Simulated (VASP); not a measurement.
# Si2WC3 (Imm2) in VASP: relaxation of cell and atoms with PBE

Aim: the relaxation of cell and atoms of Si2WC3 with PBE.

Program: VASP 6.6.1. These are calculated values, not measurements. Logs are shortened: lines on timing, memory, paths and dates and some standing lists are left out, and cuts for length are marked.

## 1. The structure

The structure is orthorhombic, space group Imm2 (No. 44). Conventional cell: a = 3.068 Å, b = 9.618 Å, c = 4.632 Å, α = 90.00°, β = 90.00°, γ = 90.00°. Si (site symmetry m) has 4 C at 1.89 to 1.91 Å as nearest neighbours. W (site symmetry mm2) is surrounded by 4 C at 2.05 to 2.11 Å. C (site symmetry m) has 3 Si at 1.89 to 1.91 Å and 1 W at 2.05 Å as nearest neighbours. C (site symmetry mm2) has 2 Si at 1.90 Å and 2 W at 2.11 Å as nearest neighbours.

The cell was built by a generator and needn't be a form met in nature.

## 2. Relaxation of cell and atoms, PBE

Input file INCAR:

```
SYSTEM = Si2WC3
  ALGO = Normal
  EDIFF = 1E-6
  EDIFFG = -0.01
  ENCUT = 520
  GGA = PE
  IBRION = 2
  ISIF = 3
  ISMEAR = 0
  KPAR = 4
  LASPH = .TRUE.
  LCHARG = .FALSE.
  LREAL = .FALSE.
  LWAVE = .FALSE.
  NELM = 120
  NSW = 90
  PREC = Accurate
  SIGMA = 0.1
```

Input file KPOINTS:

```
k-points
0
G
  12 12 12
  0 0 0
```

Input file POSCAR:

```
Si2WC3
1.0
   -1.5340000000      4.8090000000      2.3160000000
    1.5340000000     -4.8090000000      2.3160000000
    1.5340000000      4.8090000000     -2.3160000000
Si W C
2 1 3
Direct
    0.3372352400      0.0043177900      0.3329174500
    0.6714003400      0.0043177900      0.6670825500
    0.9745250400      0.9745250400      0.0000000000
    0.9203481000      0.7398532000      0.1804949100
    0.5593582900      0.7398532000      0.8195050900
    0.2867012100      0.7867012100      0.5000000000
```

Potentials or basis: VASP PAW PBE potentials, release 64 (Si, W_sv, C).

Launch:

```bash
cat potpaw_PBE.64/Si/POTCAR potpaw_PBE.64/W_sv/POTCAR potpaw_PBE.64/C/POTCAR > POTCAR
mpirun -np 4 vasp_std > vasp.out
```

OUTCAR:

```text
SYSTEM = Si2WC3
   EDIFF = 1E-6
   EDIFFG = -0.01
   ENCUT = 520
   GGA = PE
   IBRION = 2
   ISIF = 3
   ISMEAR = 0
   LASPH = .TRUE.
   LREAL = .FALSE.
   NELM = 120
   NSW = 90
   PREC = Accurate

 ion  position               nearest neighbor table
   1  0.337  0.004  0.333-   5 1.89   5 1.89   6 1.90   4 1.91   3 3.11   3 3.11   3 3.20   3 3.31
                             3 3.31
   2  0.671  0.004  0.667-   4 1.89   4 1.89   6 1.90   5 1.91   3 3.11   3 3.11   3 3.20   3 3.31
                             3 3.31
   3  0.975  0.975  0.000-   4 2.05   5 2.05   6 2.11   6 2.11   2 3.11   2 3.11   1 3.11   1 3.11
                             1 3.20   2 3.20   2 3.31   2 3.31   1 3.31   1 3.31
   4  0.920  0.740  0.180-   2 1.89   2 1.89   1 1.91   3 2.05
   5  0.559  0.740  0.820-   1 1.89   1 1.89   2 1.91   3 2.05
   6  0.287  0.787  0.500-   2 1.90   1 1.90   3 2.11   3 2.11

  LATTYP: Found a body centered orthorhombic cell.
 ALAT       =     3.0680000000
 B/A-ratio  =     1.5097783572
 C/A-ratio  =     3.1349413299

  Lattice vectors:

 A1 = (  -1.5340000000,   4.8090000000,  -2.3160000000)
 A2 = (   1.5340000000,   4.8090000000,   2.3160000000)
 A3 = (   1.5340000000,  -4.8090000000,  -2.3160000000)

Analysis of symmetry for initial positions (statically):
=====================================================================
 Subroutine PRICEL returns:
 Original cell was already a primitive cell.

 Routine SETGRP: Setting up the symmetry group for a
 body centered orthorhombic supercell.

 Subroutine GETGRP returns: Found  4 space group operations
 (whereof  4 operations were pure point group operations)
 out of a pool of  8 trial point group operations.

The static configuration has the point symmetry C_2v.

Analysis of symmetry for dynamics (positions and initial velocities):
=====================================================================
 Subroutine PRICEL returns:
 Original cell was already a primitive cell.

 Routine SETGRP: Setting up the symmetry group for a
 body centered orthorhombic supercell.

 Subroutine GETGRP returns: Found  4 space group operations
 (whereof  4 operations were pure point group operations)
 out of a pool of  8 trial point group operations.

The dynamic configuration has the point symmetry C_2v.

 Subroutine INISYM returns: Found  4 space group operations
 (whereof  4 operations are pure point group operations),
 and found     1 'primitive' translations

----------------------------------------------------------------------------------------

                                     Primitive cell

  volume of cell :      68.3406

  direct lattice vectors                    reciprocal lattice vectors
    -1.534000000  4.809000000  2.316000000     0.000000000  0.103971720  0.215889465
     1.534000000 -4.809000000  2.316000000     0.325945241  0.000000000  0.215889465
     1.534000000  4.809000000 -2.316000000     0.325945241  0.103971720  0.000000000

  length of vectors
     5.553691835  5.553691835  5.553691835     0.239621325  0.390958516  0.342126320

  position of ions in fractional coordinates (direct lattice)
     0.337235240  0.004317790  0.332917450
     0.671400340  0.004317790  0.667082550
     0.974525040  0.974525040  0.000000000
     0.920348100  0.739853200  0.180494910
     0.559358290  0.739853200  0.819505090
     0.286701210  0.786701210  0.500000000

  ion indices of the primitive-cell ions
   primitive index   ion index
                 1           1
                 2           2
                 3           3
                 4           4
                 5           5
                 6           6

----------------------------------------------------------------------------------------

 KPOINTS: k-points

Automatic generation of k-mesh.
 Grid dimensions read from file:
 generate k-points for:   12   12   12

 Generating k-lattice:

  Cartesian coordinates                     Fractional coordinates (reciprocal lattice)
     0.000000000  0.008664310  0.017990789     0.083333333  0.000000000 -0.000000000
     0.027162103  0.000000000  0.017990789     0.000000000  0.083333333 -0.000000000
     0.027162103  0.008664310  0.000000000     0.000000000  0.000000000  0.083333333

  Length of vectors
     0.019968444  0.032579876  0.028510527

  Shift w.r.t. Gamma in fractional coordinates (k-lattice)
     0.000000000  0.000000000  0.000000000

 Subroutine IBZKPT returns following result:
 ===========================================

 Found    280 irreducible k-points:

 Following reciprocal coordinates:
            Coordinates               Weight
  0.000000  0.000000  0.000000      1.000000
  0.083333 -0.000000  0.000000      4.000000
  0.166667 -0.000000  0.000000      4.000000
  0.250000  0.000000  0.000000      4.000000
  0.333333  0.000000 -0.000000      4.000000
  0.416667 -0.000000  0.000000      4.000000
[... 16 lines left out ...]
  0.250000  0.166667  0.000000      8.000000
  0.333333  0.166667 -0.000000      8.000000
 [... further k-points ...]
   k-points           NKPTS =    280   k-points in BZ     NKDIM =    280   number of bands    NBANDS=     21
   number of dos      NEDOS =    301   number of ions     NIONS =      6
   total plane-waves  NPLWV =  74088
   dimension x,y,z NGX =    42 NGY =   42 NGZ =   42
   dimension x,y,z NGXF=    84 NGYF=   84 NGZF=   84
   ions per type =               2   1   3
   NGX,Y,Z   is equivalent  to a cutoff of  12.57, 12.57, 12.57 a.u.
   NGXF,Y,Z  is equivalent  to a cutoff of  25.14, 25.14, 25.14 a.u.
 SYSTEM =  Si2WC3
   PREC   = accura    normal or accurate (medium, high low for compatibility)
   ISTART =      0    job   : 0-new  1-cont  2-samecut
   ICHARG =      2    charge: 1-file 2-atom 10-const
   ISPIN  =      1    spin polarized calculation?
   LNONCOLLINEAR =      F non collinear calculations
   LSORBIT =      F    spin-orbit coupling
   LASPH  =      T    aspherical Exc in radial PAW
   ENCUT  =  520.0 eV  38.22 Ry    6.18 a.u.  10.33 10.33 10.33*2*pi/ulx,y,z
   NELM   =    120;   NELMIN=  2; NELMDL= -5     # of ELM steps
   EDIFF  = 0.1E-05   stopping-criterion for ELM
   LREAL  =      F    real-space projection
   EDIFFG = -.1E-01   stopping-criterion for IOM
   NSW    =     90    number of steps for IOM
   IBRION =      2    ionic relax: 0-MD 1-quasi-New 2-CG
   NFREE  =      1    steps in history (QN), initial steepest desc. (CG)
   ISIF   =      3    stress and relaxation
   ISYM   =      2    0-nonsym 1-usesym 2-fastsym
   POTIM  = 0.5000    time-step for ionic-motion
   TEBEG  =    0.0;   TEEND  =   0.0 temperature during run
   PSTRESS=    0.0 pullay stress
   NELECT =      34.0000    total number of electrons
   NUPDOWN=      -1.0000    fix difference up-down
   EMIN   =  10.00;   EMAX   =-10.00  energy-range for DOS
   EFERMI =   0.00;   METHOD = LEGACY
   ISMEAR =     0;   SIGMA  =   0.10  broadening in eV -4-tet -1-fermi 0-gaus
   EFERMI_NEDOS =   21; number of points for ismear=-14 and -15
   IALGO  =     38    algorithm
   IMIX   =      4    mixing-type and parameters
     AMIX     =   0.40;   BMIX     =  1.00
     AMIX_MAG =   1.60;   BMIX_MAG =  1.00
  volume/ion in A,a.u.               =      11.39        76.86
  Fermi-wavevector in a.u.,A,eV,Ry     =   1.297204  2.451360 22.895039  1.682738
  Thomas-Fermi vector in A             =   2.428611
   LORBIT       =      0    0 simple, 1 ext, 2 COOP (PROOUT), +10 PAW based schemes
   GGA     = PE    functional components
   LHFCALC =     F    Hartree Fock is set to
   AEXX    =    0.0000 exact exchange contribution
   IVDW    =     0    specifies the selected vdW correction
   LEPSILON=     F    determine dielectric tensor
   LRPA    =     F    only Hartree local field effects (RPA)
 conjugate gradient relaxation of ions
 non-spin polarized calculation
 Gauss-broadening in eV      SIGMA  =   0.10
  energy-cutoff  :      520.00
  volume of cell :       68.34
 maximum number of plane-waves:      1859
 NGX is ok and might be reduce to    42
   NGX = 21   NGY = 21   NGZ = 21

--------------------------------------- Ionic step        1  -------------------------------------------

 number of electron      33.9999999 magnetization

 Free energy of the ion-electron system (eV)
  ---------------------------------------------------
  ext. energy  EPLUGINS =         0.00000000
  ---------------------------------------------------
  free energy    TOTEN  =       -49.57173057 eV

  energy without entropy =      -49.55562881  energy(sigma->0) =      -49.56367969

------------------------ aborting loop because EDIFF is reached ----------------------------------------

  FORCE on cell =-STRESS in cart. coord.  units (eV):
  Direction    XX          YY          ZZ          XY          YZ          ZX
  --------------------------------------------------------------------------------------
  -------------------------------------------------------------------------------------
  Total       -0.3515362      0.1563520      0.2605205      0.0000000      0.0000000      0.0000000
  in kB       -8.2414193      3.6655182      6.1076454      0.0000000      0.0000000      0.0000000
  external PRESSURE =       0.5105814 kB  Pullay stress =       0.0000000 kB
[... 305 lines left out ...]
  energy  without entropy=      -49.5582916266  energy(sigma->0) =      -49.56600285

--------------------------------------- Ionic step        9  -------------------------------------------

 number of electron      34.0000000 magnetization

 Free energy of the ion-electron system (eV)
  ---------------------------------------------------
  ext. energy  EPLUGINS =         0.00000000
  ---------------------------------------------------
  free energy    TOTEN  =       -49.57372672 eV

  energy without entropy =      -49.55831503  energy(sigma->0) =      -49.56602087

 E-fermi :   8.8958     XC(G=0): -11.6720

 val. band max:        8.8952563287   @ k =  -0.4167  -0.4167   0.0833
 cond. band min:       8.9003626911   @ k =   0.4167   0.0833   0.0833
 fundamental gap:      0.0051063624
 Fermi energy:         8.8957998565

 k-point     1 :       0.0000    0.0000    0.0000
  band No.  band energies     occupation
      1     -65.4799      2.00000
      2     -29.9687      2.00000
      3     -29.6914      2.00000
      4     -29.4438      2.00000
      5      -6.8060      2.00000
      6      -3.0956      2.00000
[... 550 lines left out ...]
      5      -5.1276      2.00000
      6      -4.6763      2.00000
[... 13 lines left out ...]
     20      10.9649      0.00000
     21      13.1794      0.00000

 [... further k-points ...]

------------------------ aborting loop because EDIFF is reached ----------------------------------------

  FORCE on cell =-STRESS in cart. coord.  units (eV):
  Direction    XX          YY          ZZ          XY          YZ          ZX
  --------------------------------------------------------------------------------------
  -------------------------------------------------------------------------------------
  Total        0.0124262      0.0102229      0.0075033      0.0000000      0.0000000      0.0000000
  in kB        0.2915091      0.2398205      0.1760211      0.0000000      0.0000000      0.0000000
  external PRESSURE =       0.2357836 kB  Pullay stress =       0.0000000 kB
[... 21 lines left out ...]
  FREE ENERGIE OF THE ION-ELECTRON SYSTEM (eV)
  ---------------------------------------------------
  free  energy   TOTEN  =       -49.5737267160 eV

  energy  without entropy=      -49.5583150295  energy(sigma->0) =      -49.56602087

 reached required accuracy - stopping structural energy minimisation
```

It took 10 min on 4 MPI ranks of Intel Xeon Platinum 8488C (Sapphire Rapids), shared host; peak memory 0.56 GiB.

Results:

* Free energy: -49.5737 eV
* Relaxed volume: 11.38 Å³/atom
* Relaxed cell: a = 5.561 Å, b = 5.561 Å, c = 5.561 Å, α = 148.13°, β = 59.95°, γ = 130.66°
* Space group after relaxing (to 0.05 Å): Imm2 (No. 44)
* Energy gained by relaxing: 0.3 meV/atom
* Ionic steps: 9
* Pressure after relaxing: 0.0 GPa
* Largest force after relaxing: 0.005 eV/Å
* Band gap on the k mesh: none (metal or under the smearing width)

Forces in eV/Å, atoms in the order of the input:
```
Si   0.000  0.004 -0.002
Si   0.000 -0.004 -0.002
W    0.000  0.000 -0.004
C    0.000 -0.001  0.003
C    0.000  0.001  0.003
C    0.000  0.000  0.001
```

The path:
| step | energy change (eV) | largest force (eV/Å) | pressure (GPa) | volume (Å³) |
| --- | --- | --- | --- | --- |
| 1 | 0.0000 | 0.0950 | 0.05 | 68.34 |
| 2 | -0.0016 | 0.0416 | -0.13 | 68.38 |
| 3 | -0.0018 | 0.0396 | -0.21 | 68.39 |
| 4 | -0.0019 | 0.0312 | 0.22 | 68.24 |
| 5 | -0.0019 | 0.0218 | 0.05 | 68.31 |
| 6 | -0.0019 | 0.0217 | 0.04 | 68.31 |
| 7 | -0.0020 | 0.0116 | -0.03 | 68.32 |
| 8 | -0.0020 | 0.0122 | -0.04 | 68.32 |
| 9 | -0.0020 | 0.0046 | 0.02 | 68.30 |

Final structure:
```xyz
6
Lattice="-1.5268 4.8176 2.3212 1.5268 -4.8176 2.3212 1.5268 4.8176 -2.3212" Properties=species:S:1:pos:R:3 pbc="T T T"
Si    0.0000    3.2078    0.0176
Si    0.0000    6.4274    0.0176
W     0.0000    0.0000    4.5170
C     0.0000    1.7414    3.4370
C     1.5268    3.0761    1.1157
C     1.5268    0.0000    1.3387
```

Levels at points of the mesh, in eV from the Fermi level:
| k point | band 13 | band 14 | band 15 | band 16 | band 17 | band 18 | band 19 | band 20 | band 21 |
| --- | --- | --- | --- | --- | --- | --- | --- | --- | --- |
| (0.00, 0.00, 0.00) | -3.43 | -3.15 | -2.56 | -1.82 | -0.48 | 1.81 | 1.87 | 2.32 | 3.79 |
| (0.50, 0.00, 0.00) | -3.18 | -2.86 | -2.69 | -1.55 | 0.07 | 0.98 | 1.50 | 2.21 | 4.14 |
| (0.00, 0.50, 0.00) | -4.08 | -3.69 | -3.27 | -2.87 | 0.07 | 0.08 | 2.05 | 2.12 | 3.78 |
| (0.50, 0.50, 0.00) | -4.47 | -3.95 | -3.13 | -2.49 | -0.54 | -0.14 | 1.22 | 1.86 | 3.55 |
| (0.50, 0.50, 0.50) | -3.43 | -2.40 | -2.19 | -1.68 | -1.24 | -0.14 | 1.71 | 3.22 | 3.80 |

The run has no spin-orbit coupling, so splittings on W are missing.
